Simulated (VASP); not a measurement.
Set up this calculation in VASP 6.6.1, as the native input.

```
Task                   : relaxation of cell and atoms
Functional             : r2SCAN
Dispersion             : rVV10
Potentials or basis    : VASP PAW PBE potentials, release 64 (Te, Mo_sv)
Cutoff                 : 600 eV
k mesh                 : 12 × 12 × 1
Occupations            : gaussian, width 0.03 eV
Spin                   : no spin polarisation
Further INCAR settings : ALGO = Normal; EDIFF = 1e-06; IBRION = 2; EDIFFG = -0.01; NSW = 90; ISIF = 3
```

The structure of Te2Mo lies in POSCAR:

```
Te2Mo
1.0
    3.5182000000      0.0000000000      0.0000000000
   -1.7591000000      3.0468505800      0.0000000000
    0.0000000000      0.0000000000     21.6051888000
Te Mo
2 1
Direct
    0.3333333300      0.6666666700      0.4165666000
    0.3333333300      0.6666666700      0.5834334000
    0.6666666700      0.3333333300      0.5000000000
```

One way to write it, as run:

INCAR

```
PREC = Accurate
ENCUT = 600
EDIFF = 1E-6
ISMEAR = 0
SIGMA = 0.03
LREAL = False
LASPH = True
NELM = 120
ALGO = Normal
ISIF = 3
LWAVE = False
LCHARG = False
METAGGA = R2SCAN
LMIXTAU = True
LUSE_VDW = True
IVDW_NL = 2
BPARAM = 11.95
CPARAM = 0.0093
IBRION = 2
NSW = 90
EDIFFG = -0.01
LATTICE_CONSTRAINTS = .TRUE. .TRUE. .FALSE.
KPAR = 2
```

KPOINTS

```
Automatic mesh
0
Gamma
  12 12 1
```

Potentials or basis: VASP PAW PBE potentials, release 64 (Te, Mo_sv).

Command:

```bash
$ cat potpaw_PBE.64/Te/POTCAR potpaw_PBE.64/Mo_sv/POTCAR > POTCAR
$ mpirun -np 2 vasp_std > vasp.out
```

It gave:

```yaml
Relaxed_volume: 78.32 Å³/atom
Relaxed_cell: a = 3.544 Å, b = 3.544 Å, c = 21.605 Å, α = 90.00°, β = 90.00°, γ = 120.00°
Space_group_after_relaxing_to_0.05_Å: P-6m2 (No. 187)
Energy_gained_by_relaxing: 1.4 meV/atom
Ionic_steps: 5
Band_gap_on_the_k_mesh: 1.17 eV, direct
```

Caveat: the PAW data sets were made with another functional, which shifts forces and pressure a little; spin-orbit coupling is left out, which moves the levels of the heavy elements.

It took 88 min on 2 MPI ranks on Intel(R) Xeon(R) Platinum 8259CL CPU @ 2.50GHz (Skylake/Cascade Lake) (shared host), peak memory 0.98 GiB a rank.
